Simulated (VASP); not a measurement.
Output of a VASP run:

OSZICAR:
```
...
DAV:   3    -0.690643008529E+01   -0.15955E-01   -0.14775E-01  1410   0.325E+00
DAV:   4    -0.690647820966E+01   -0.48124E-04   -0.48124E-04  1365   0.176E-01
DAV:   5    -0.690647854828E+01   -0.33862E-06   -0.33889E-06  1435   0.124E-02    0.308E+00
DAV:   6    -0.672049516170E+01    0.18598E+00   -0.10050E-01  1415   0.224E+00    0.193E+00
DAV:   7    -0.700549655280E+01   -0.28500E+00   -0.74882E-02  1285   0.199E+00    0.717E-01
DAV:   8    -0.667491105386E+01    0.33059E+00   -0.10033E-01  1280   0.227E+00    0.225E-01
DAV:   9    -0.673329998850E+01   -0.58389E-01   -0.45515E-02  1085   0.122E+00    0.117E-01
DAV:  10    -0.673462811681E+01   -0.13281E-02   -0.12151E-03  1480   0.304E-01    0.181E-01
DAV:  11    -0.673560698358E+01   -0.97887E-03   -0.11829E-04  1330   0.904E-02    0.145E-01
DAV:  12    -0.673362765733E+01    0.19793E-02   -0.49860E-04  1270   0.163E-01    0.535E-02
DAV:  13    -0.673362726574E+01    0.39159E-06   -0.38307E-05  1450   0.615E-02    0.451E-02
DAV:  14    -0.673363917748E+01   -0.11912E-04   -0.38765E-06  1095   0.231E-02    0.484E-02
DAV:  15    -0.673362940021E+01    0.97773E-05   -0.86470E-06  1105   0.296E-02    0.595E-02
DAV:  16    -0.673362786229E+01    0.15379E-05   -0.11318E-05  1310   0.345E-02    0.620E-02
DAV:  17    -0.673362821397E+01   -0.35168E-06   -0.52868E-07  1280   0.805E-03    0.436E-02
DAV:  18    -0.673363179999E+01   -0.35860E-05   -0.78745E-07  1085   0.120E-02    0.203E-03
DAV:  19    -0.673363170234E+01    0.97647E-07   -0.26093E-07  1100   0.675E-03
   1 F= -.57483566E+01 E0= -.57482001E+01  d E =-.574836E+01
       N       E                     dE             d eps       ncg     rms          rms(c)
DAV:   1    -0.661712977813E+01    0.11650E+00   -0.81932E-01  1305   0.667E+00    0.135E+00
DAV:   2    -0.662478043933E+01   -0.76507E-02   -0.13994E-02  1390   0.110E+00    0.349E-01
DAV:   3    -0.662148217267E+01    0.32983E-02   -0.28347E-03  1140   0.443E-01    0.125E-01
DAV:   4    -0.662231951431E+01   -0.83734E-03   -0.32077E-03  1185   0.507E-01    0.332E-02
DAV:   5    -0.662160095081E+01    0.71856E-03   -0.12201E-03  1165   0.284E-01    0.564E-02
DAV:   6    -0.662158265907E+01    0.18292E-04   -0.88875E-06  1150   0.322E-02    0.626E-04
DAV:   7    -0.662158604889E+01   -0.33898E-05   -0.19392E-06  1075   0.238E-02    0.292E-03
DAV:   8    -0.662158448003E+01    0.15689E-05   -0.83451E-07  1115   0.128E-02    0.322E-04
DAV:   9    -0.662158442954E+01    0.50488E-07   -0.79031E-08   670   0.331E-03
   2 F= -.57696836E+01 E0= -.57696281E+01  d E =-.213271E-01
       N       E                     dE             d eps       ncg     rms          rms(c)
DAV:   1    -0.669522033890E+01   -0.73636E-01   -0.12046E-01  1275   0.249E+00    0.552E-01
DAV:   2    -0.669719045826E+01   -0.19701E-02   -0.25804E-03  1420   0.451E-01    0.153E-01
DAV:   3    -0.669628944088E+01    0.90102E-03   -0.73057E-04  1205   0.215E-01    0.456E-02
DAV:   4    -0.669668603569E+01   -0.39659E-03   -0.79025E-04  1220   0.238E-01    0.188E-02
DAV:   5    -0.669633859384E+01    0.34744E-03   -0.18494E-04  1205   0.104E-01    0.180E-02
DAV:   6    -0.669635128113E+01   -0.12687E-04   -0.10580E-06  1210   0.137E-02    0.451E-03
DAV:   7    -0.669634052363E+01    0.10757E-04   -0.48295E-06  1260   0.174E-02    0.129E-03
DAV:   8    -0.669633992765E+01    0.59598E-06   -0.10143E-07  1025   0.453E-03    0.244E-03
DAV:   9    -0.669633989196E+01    0.35687E-07   -0.20139E-09   520   0.540E-04
   3 F= -.57923160E+01 E0= -.57922167E+01  d E =-.439594E-01
```

OUTCAR:
```
------------------------ aborting loop because EDIFF is reached ----------------------------------------
  FORCE on cell =-STRESS in cart. coord.  units (eV):
  Direction    XX          YY          ZZ          XY          YZ          ZX
  --------------------------------------------------------------------------------------
  Total        0.9018063      0.9018063      0.9018063      0.0000000     -0.0000000     -0.0000000
  in kB       99.7546944     99.7546944     99.7546944      0.0000000     -0.0000000     -0.0000000
  external PRESSURE =      -0.2453056 kB  Pullay stress =     100.0000000 kB
  volume of cell :       14.48
      direct lattice vectors                 reciprocal lattice vectors
    -0.000000000  1.934729128  1.934729128    -0.258434110  0.258434110  0.258434110
     1.934729128 -0.000000000  1.934729128     0.258434110 -0.258434110  0.258434110
     1.934729128  1.934729128 -0.000000000     0.258434110  0.258434110 -0.258434110
 POSITION                                       TOTAL-FORCE (eV/Angst)
 -----------------------------------------------------------------------------------
      0.00000      0.00000      0.00000         0.000000      0.000000      0.000000
 -----------------------------------------------------------------------------------
    total drift:                                0.000000     -0.000000     -0.000000
  FREE ENERGIE OF THE ION-ELECTRON SYSTEM (eV)
  ---------------------------------------------------
  free  energy   TOTEN  =        -6.6963398920 eV

  energy  without entropy=       -6.6960420311  energy(sigma->0) =       -6.69624061
  enthalpy is  TOTEN    =        -5.7923159683 eV   P V=        0.9040239237

 reached required accuracy - stopping structural energy minimisation
```
(Selected blocks of OUTCAR.)

**POSCAR**
```
Al
1
    0.0000000000     1.9910371781     1.9910371781
    1.9910371781     0.0000000000     1.9910371781
    1.9910371781     1.9910371781     0.0000000000
Al
1
Direct
  0.0000000000   0.0000000000   0.0000000000
```

Problem. Reconstruct the remaining input files.

Solution. This is not unique; one that fits is the input of the run itself, r2SCAN meta-GGA, plane waves, VASP's PBE PAW potentials (set 64).

### INCAR
```
# general
SYSTEM  = Al
PREC    = Accurate
ENCUT   = 480
LREAL   = .FALSE.
LASPH   = .TRUE.

# electronic loop
EDIFF   = 1E-7
NELM    = 100
ALGO    = Normal
LMIXTAU = .TRUE.

# smearing
ISMEAR  = 1
SIGMA   = 0.1

# functional
METAGGA = R2SCAN

# ions
IBRION  = 2
NSW     = 40
ISIF    = 3
EDIFFG  = -0.01
PSTRESS = 100

# output
LWAVE   = .FALSE.
LCHARG  = .FALSE.
```

KPOINTS:
```
Automatic mesh
0
Gamma
14 14 14
0 0 0
```

POTCAR, in this order: Al (PBE.64 set). Program: vasp_std.

Energy and stress use the plane-wave basis of the starting cell.

The compound is Al in the fcc structure. This run relaxes it under an external pressure of 10 GPa. Symmetry was kept, so distortions that lower it aren't found.
